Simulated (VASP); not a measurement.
An input for Ansatz (written as the equivalent of a VASP run, and not itself run):

Ansatz 0.2 input:
```yaml
crystal:
  lattice:
    - [0.0000000, 3.2400000, 3.2400000]
    - [3.2400000, 0.0000000, 3.2400000]
    - [3.2400000, 3.2400000, 0.0000000]
  atoms:
    - { symbol: Cd, position: [0.0029270, -0.0005160, 0.0062580] }
    - { symbol: Te, position: [0.2470730, 0.2505160, 0.2437420] }
kpoints:
  mp_grid: { grid: [4, 4, 4] }
hamiltonian:
  xc: lda
  pseudopotentials: { kind: paw }
scf:
  occupations: { method: fermi_dirac, width: 0.02 }
  max_iter: 100
output: { forces: true, stress: true, eigenvalues: true }
```

Problem. Write the VASP files for the same calculation (LDA).

Solution. This is not unique; one that fits is 
File KPOINTS:
```
kpoints
0
gamma
  4 4 4
```

### POSCAR
```
CdTe
1.0
  0.0000000000   3.2400000000   3.2400000000
  3.2400000000   0.0000000000   3.2400000000
  3.2400000000   3.2400000000   0.0000000000
Cd Te
1 1
direct
  0.0029270000  -0.0005160000   0.0062580000
  0.2470730000   0.2505160000   0.2437420000
```

INCAR:
```
SYSTEM = CdTe
PREC = Accurate; ENCUT = 300; LREAL = F
LASPH = T
EDIFF = 1E-6; NELM = 100; ALGO = Normal
LMAXMIX = 4
ISMEAR = -1; SIGMA = 0.02
ISIF = 2
LWAVE = F; LCHARG = F
```

POTCAR, in this order: Cd Te (LDA.64 set). Program: vasp_std.

What does not carry over: each code has its own PAW files, so the cut-off isn't converted (ENCUT is set for VASP's; basis.ecutwfc is left out, and Ansatz then takes the one that its files recommend); Ansatz stops its SCF on the density residual and VASP on the energy change (EDIFF); Ansatz's lda is the Perdew-Wang form, while the LDA potentials of VASP carry Perdew-Zunger's.

The structure is a typed CdTe crystal. The cell was not relaxed at this level, atoms are displaced from their ideal sites.
